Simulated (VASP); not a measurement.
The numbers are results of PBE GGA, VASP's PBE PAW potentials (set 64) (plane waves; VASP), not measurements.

Input for VASP

**KPOINTS**
```
Automatic mesh
0
Gamma
4 4 4
0 0 0
```

**INCAR**
```
SYSTEM = CsCl
PREC = Accurate
ENCUT = 300
EDIFF = 1E-6
NELM = 100
ALGO = Normal
LREAL = .FALSE.
LASPH = .TRUE.
ISMEAR = -1
SIGMA = 0.01
GGA = PE
LMAXMIX = 4
LWAVE = .FALSE.
LCHARG = .FALSE.
ISIF = 2
```

File POSCAR:
```
CsCl
4.1159370
  1.0000000000   0.0000000000   0.0000000000
  0.0000000000   1.0000000000   0.0000000000
  0.0000000000   0.0000000000   1.0000000000
Cs Cl
1 1
Cartesian
  0.0000000000   0.0000000000   0.0000000000
  0.5000000000   0.5000000000   0.5000000000
```

POTCAR, in this order: Cs_sv Cl (PBE.64 set). Program: vasp_std.

Task: What will the output report for the number of irreducible k-points (NKPTS), largest plane-wave count, number of space-group operations, FFT grid (NGX, NGY, NGZ)?

Result: 
```json
{
  "number of irreducible k-points (NKPTS)": "10",
  "largest_plane_wave_count": "840",
  "number_of_space_group_operations": "48",
  "FFT grid (NGX, NGY, NGZ)": "24 × 24 × 24"
}
```

The structure comes from a computed database's CsCl entry; how it stands against other phases isn't given here. The cell was not relaxed at this level.
